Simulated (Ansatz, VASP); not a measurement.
# Sr3Bi in VASP and in Ansatz

```
Sr Bi
1.0
     0.00000    4.35811    4.35811
     4.35811    0.00000    4.35811
     4.35811    4.35811    0.00000
Sr Bi
3 1
Direct
  0.50000 0.50000 0.50000
  0.25000 0.25000 0.25000
  0.75000 0.75000 0.75000
  0.00000 0.00000 0.00000
```

Alike in both runs: task relaxation of cell and atoms; functional PBE; k mesh 10 × 10 × 10; occupations gaussian, width 0.1 eV; no spin polarisation.

|  | VASP | Ansatz |
| --- | --- | --- |
| version | VASP 6.6.1 | Ansatz 0.2.0 |
| potentials or method | VASP PAW PBE potentials, release 64 (Sr_sv, Bi_d) | scalar-relativistic, plane waves, PAW |
| plane-wave cutoff (eV) | 600 | 420 |
| valence electrons in the cell | 45 | 45 |

|  | VASP | Ansatz | Ansatz less VASP |
| --- | --- | --- | --- |
| gap on the k mesh at the Fermi level, each at its own relaxed structure (eV) | none | none | - |
| relaxed volume (Å³/atom) | 42.54 | 42.43 | -0.110 |
| relaxed cell length with the largest relative difference (Å) | 6.220 | 6.215 | -0.0054 |
| energy change over the relaxation (meV/atom) | -1 | -1 | +0.2 |

A gap of «none» marks a metal or a gap that the smearing closes.

Caveats: spin-orbit coupling is left out, which moves the levels of the heavy elements.
